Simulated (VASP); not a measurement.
The input files of a VASP run:

INCAR:
```
! general
SYSTEM   =  Fe
PREC     =  Accurate
ENCUT    =  520
LREAL    =  .FALSE.
LASPH    =  .TRUE.

! electronic loop
EDIFF    =  1E-6
NELM     =  100
ALGO     =  Normal
LMAXMIX  =  4

! smearing
ISMEAR   =  1
SIGMA    =  0.1

! functional
GGA      =  PE
IVDW     =  13

! spin
ISPIN    =  2
MAGMOM   =  2.1

! ions
IBRION   =  2
NSW      =  60
ISIF     =  3
EDIFFG   =  -0.01

! output
LWAVE    =  .FALSE.
LCHARG   =  .FALSE.
LORBIT   =  10
```

**KPOINTS**
```
K-points
0
gamma
 16 16 16
0 0 0
```

POSCAR:
```
Fe
1.0
 -1.4033930631   1.4033930631   1.4033930631
  1.4033930631  -1.4033930631   1.4033930631
  1.4033930631   1.4033930631  -1.4033930631
Fe
1
Cart
  0.0000000000   0.0000000000   0.0000000000
```

POTCAR, in this order: Fe (PBE.64 set). Program: vasp_std.

Translate this PBE-D4 calculation to Ansatz.

One equivalent input (not run):
Ansatz 0.2 input:
```yaml
crystal:
  lattice:
    - [-1.4033931, 1.4033931, 1.4033931]
    - [1.4033931, -1.4033931, 1.4033931]
    - [1.4033931, 1.4033931, -1.4033931]
  atoms:
    - { symbol: Fe, position: [0.0000000, 0.0000000, 0.0000000], spin: 2.1 }
kpoints:
  mp_grid: { grid: [16, 16, 16] }
hamiltonian:
  xc: pbe
  dispersion: d4
  pseudopotentials: { kind: paw }
magnetization: { spin_polarized: true }
scf:
  occupations: { method: methfessel_paxton, width: 0.1 }
  max_iter: 100
relax:
  max_steps: 60
  f_tol: 0.01
  cell: {}
output: { forces: true, stress: true, eigenvalues: true }
```
The two are equivalent in intent, not identical: each code has its own PAW files, so the cut-off isn't converted (ENCUT is set for VASP's; basis.ecutwfc is left out, and Ansatz then takes the one that its files recommend); Ansatz stops its SCF on the density residual and VASP on the energy change (EDIFF).

The compound is Fe in the bcc structure. This run relaxes it. Symmetry was kept, so distortions that lower it aren't found. The start is the result of an earlier pass.
